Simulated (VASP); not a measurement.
Input:

```
Al3Li
1.0
   -2.00283     2.00283     4.01397
    2.00283    -2.00283     4.01397
    2.00283     2.00283    -4.01397
Li Al
1 3
Direct
  0.00000   0.00000   0.00000
  0.75000   0.25000   0.50000
  0.25000   0.75000   0.50000
  0.50000   0.50000   0.00000
```

Method: PBEsol GGA, VASP's PBE PAW potentials (set 64) (plane waves; VASP 6.6.1). Run with 520 eV cut-off, 12×12×12 Γ-centred mesh, tetrahedra with Blöchl corrections, potentials Li_sv Al.

Predict the energy per atom (σ→0), band gap (on the k-mesh) with the smallest direct gap where there is one.

```
Item                                                         Value
------------------------  ----------------------------------------
band gap (on the k-mesh)  none (metal, semimetal or under 0.01 eV)
energy per atom (σ→0)                               -3.635 eV/atom
```

The absolute energy has meaning only against runs of the same code, potentials and settings.

The structure comes from a computed database's LiAl3 entry (I4/mmm); how it stands against other phases isn't given here. It was relaxed first.
